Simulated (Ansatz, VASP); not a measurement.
# SnAs in two plane-wave programs, part 2 of 2

Wanted: the spread between two codes on one cell, functional and k mesh. The cell is taken from a series of VASP runs on this material, whose earlier steps may have relaxed, scaled or displaced it; both programs get it as it stands.

VASP 6.6.1 and Ansatz 0.2.0.

So far: The structure; VASP: band structure, PBEsol; Ansatz: band structure, PBEsol; Comparison; Ansatz: band structure, PBEsol, spin-orbit coupling.

## 6. VASP: band structure, PBEsol, spin-orbit coupling

Level of this step: PBEsol, spin-orbit coupling; plane waves and PAW (Sn_d, As) (VASP).

The same cell, functional, mesh and smearing now go to VASP, with its own data sets and cutoff.

The input, INCAR:

```
SYSTEM = SnAs
PREC = Accurate
ENCUT = 400
EDIFF = 1E-06
NELM = 100
ISMEAR = 0
SIGMA = 0.05
LREAL = .FALSE.
ALGO = Normal
GGA = PS
LNONCOLLINEAR = .TRUE.
MAGMOM = 0 0 0 0 0 0
NBANDS = 30
GGA_COMPAT = .FALSE.
LASPH = .TRUE.
LSORBIT = .TRUE.
LORBIT = 11
LWAVE = .FALSE.
LCHARG = .FALSE.
KPAR = 2
```

The input, POSCAR:

```
SnAs
1.0
    0.0000000000      2.8585767156      2.8585767156
    2.8585767156      0.0000000000      2.8585767156
    2.8585767156      2.8585767156      0.0000000000
Sn As
1 1
Direct
    0.5000000000      0.5000000000      0.5000000000
    0.0000000000      0.0000000000      0.0000000000
```

The input, KPOINTS:

```
Automatic mesh
0
Gamma
6 6 6
0 0 0
```

The input, KPOINTS_OPT:

```
Line mode
16
Line-mode
Reciprocal
  0.00000000   0.00000000   0.00000000 GAMMA
  0.50000000   0.00000000   0.50000000 X

  0.50000000   0.00000000   0.50000000 X
  0.50000000   0.25000000   0.75000000 W

  0.50000000   0.25000000   0.75000000 W
  0.37500000   0.37500000   0.75000000 K

  0.37500000   0.37500000   0.75000000 K
  0.00000000   0.00000000   0.00000000 GAMMA

  0.00000000   0.00000000   0.00000000 GAMMA
  0.50000000   0.50000000   0.50000000 L

  0.50000000   0.50000000   0.50000000 L
  0.62500000   0.25000000   0.62500000 U

  0.62500000   0.25000000   0.62500000 U
  0.50000000   0.25000000   0.75000000 W

  0.50000000   0.25000000   0.75000000 W
  0.50000000   0.50000000   0.50000000 L

  0.50000000   0.50000000   0.50000000 L
  0.37500000   0.37500000   0.75000000 K

  0.62500000   0.25000000   0.62500000 U
  0.50000000   0.00000000   0.50000000 X
```

The projector-augmented-wave data sets are Sn_d and As (PBE family, release 64).

On the command line:

```console
mpirun -np 2 vasp_ncl
```

Numbers of over 12 decimals in the logs are rounded to 6 here.

What it wrote:

```text
[banner, memory and clock lines left out]
running    2 mpi-ranks, on    1 nodes
[...]
[... a notice as in an earlier step ...]

 LDA part: xc-table for (Slater+PW92), standard interpolation
 POSCAR, INCAR and KPOINTS ok, starting setup
[...]
entering main loop
       N       E                     dE             d eps       ncg     rms          rms(c)
DAV:   1     0.152476065528E+03    0.15248E+03   -0.77354E+03  1010   0.144E+03
DAV:   2     0.100919870805E+02   -0.14238E+03   -0.13727E+03   966   0.420E+02
DAV:   3    -0.891623178339E+01   -0.19008E+02   -0.18711E+02  1132   0.130E+02
DAV:   4    -0.964772721601E+01   -0.73150E+00   -0.72962E+00  1154   0.273E+01
[...]
DAV:  10    -0.956092232905E+01    0.15059E-04   -0.18502E-04  1284   0.183E-01    0.276E-02
DAV:  11    -0.956092161965E+01    0.70940E-06   -0.22124E-05  1172   0.538E-02    0.278E-03
DAV:  12    -0.956092203309E+01   -0.41344E-06   -0.19113E-06   988   0.115E-02
   1 F= -.95609220E+01 E0= -.95603129E+01  d E =-.121820E-02  mag=    -0.0000    -0.0000    -0.0000
 Start KPOINTS_OPT (optional k-point list driver)
k-point batch [1-16\160]
       N       E                     dE             ncg
DAV:   1     0.597863719159E+03   -0.35565E+04     1016
DAV:   2    -0.172688818674E+04   -0.23248E+04      972
DAV:   3    -0.203351600767E+04   -0.30663E+03     1234
DAV:   4    -0.204432328381E+04   -0.10807E+02     1162
DAV:   5    -0.204458452422E+04   -0.26124E+00     1304
DAV:   6    -0.204459407382E+04   -0.95496E-02     1300
DAV:   7    -0.204459436232E+04   -0.28850E-03     1342
DAV:   8    -0.204459436567E+04   -0.33517E-05     1142
DAV:   9    -0.204459436573E+04   -0.62842E-07      828
[...]
k-point batch [145-160\160]
       N       E                     dE             ncg
DAV:   1     0.371970657292E+03   -0.88821E+04     1002
DAV:   2    -0.189138111045E+04   -0.22634E+04      960
DAV:   3    -0.216791685191E+04   -0.27654E+03     1234
DAV:   4    -0.217714561131E+04   -0.92288E+01     1148
DAV:   5    -0.217738854667E+04   -0.24294E+00     1338
DAV:   6    -0.217739453997E+04   -0.59933E-02     1332
DAV:   7    -0.217739463794E+04   -0.97970E-04     1346
DAV:   8    -0.217739463973E+04   -0.17897E-05     1094
DAV:   9    -0.217739463980E+04   -0.68617E-07      720
```

From OUTCAR (step 6):

```text
  Total       -0.0978114     -0.0978114     -0.0978114      0.0000000      0.0000000      0.0000000
  in kB       -3.3544423     -3.3544423     -3.3544423      0.0000000      0.0000000      0.0000000
  external PRESSURE =      -3.3544423 kB  Pullay stress =       0.0000000 kB

 POSITION                                       TOTAL-FORCE (eV/Angst)
 -----------------------------------------------------------------------------------
      2.85858      2.85858      2.85858         0.000000      0.000000     -0.000000
      0.00000      0.00000      0.00000        -0.000000     -0.000000      0.000000
 -----------------------------------------------------------------------------------
    total drift:                                0.000000      0.000000      0.000000

  FREE ENERGIE OF THE ION-ELECTRON SYSTEM (eV)
  ---------------------------------------------------
  free  energy   TOTEN  =        -9.5609220331 eV

  energy  without entropy=       -9.5597038344  energy(sigma->0) =       -9.56031293

 magnetization (x)
# of ion       s       p       d       tot
------------------------------------------
    1       -0.000   0.000   0.000  -0.000
    2        0.000   0.000   0.000   0.000
--------------------------------------------------
tot         -0.000   0.000   0.000  -0.000

 magnetization (y)
# of ion       s       p       d       tot
------------------------------------------
    1       -0.000   0.000   0.000  -0.000
    2       -0.000   0.000   0.000  -0.000
--------------------------------------------------
tot         -0.000   0.000   0.000  -0.000

 magnetization (z)
# of ion       s       p       d       tot
------------------------------------------
    1        0.000   0.000   0.000   0.000
    2        0.000   0.000   0.000   0.000
--------------------------------------------------
tot          0.000   0.000   0.000   0.000

[... 1 part as in an earlier step ...]

[... 2 further parts left out ...]
[key lines of the parts left out:]
E-fermi :   6.6909
```

The run ends at a pressure of -0.34 GPa.

## 7. Side by side

What differs besides the data sets and the points named for the pairs above, as far as they apply: spin-orbit coupling enters by fully relativistic files in Ansatz and inside the spheres in VASP; the data sets hold 29 valence electrons in Ansatz (fully relativistic PAW (standard-fr) files) and 19 in VASP. Total energies have different zeros and are not compared.

Compared:

```csv
quantity,Ansatz,VASP,difference
pressure (GPa),-0.43,-0.34,-0.09
```

Levels from 3 eV below to 2 eV above the Fermi level differ by 4 meV r.m.s. and 10 meV at most; each VASP level is matched to the nearest of Ansatz, which flatters the figure a little. Ansatz's pressure holds a Pulay correction of 0.04 GPa; VASP's holds none.

## 8. What came out

```json
{
 "r.m.s. difference of levels near the Fermi level (band structure, PBEsol)": "3.2 meV",
 "r.m.s. difference of levels near the Fermi level (band structure, PBEsol, spin-orbit coupling)": "3.7 meV"
}
```

The r.m.s. difference of levels near the Fermi level is 3.7 meV (band structure, PBEsol, spin-orbit coupling), within the 80 meV picked in this series as the mark of a large difference. Such differences can come from data sets, numerical settings and the points named under the comparisons, not from the functional's error against experiment.

[Lines on the potential files, build, host, timing and source positions are cut from VASP's logs without a mark.]

[Logs are printed without paths, hosts, clocks, repeated set-up lines and the standing remarks that a program may print on its own settings, such as how far it seeks lower states.]

[Hosts, paths, dates, database ids (printed as entryN), source tags and the programs' standing remarks are cut or masked in the printed files.]
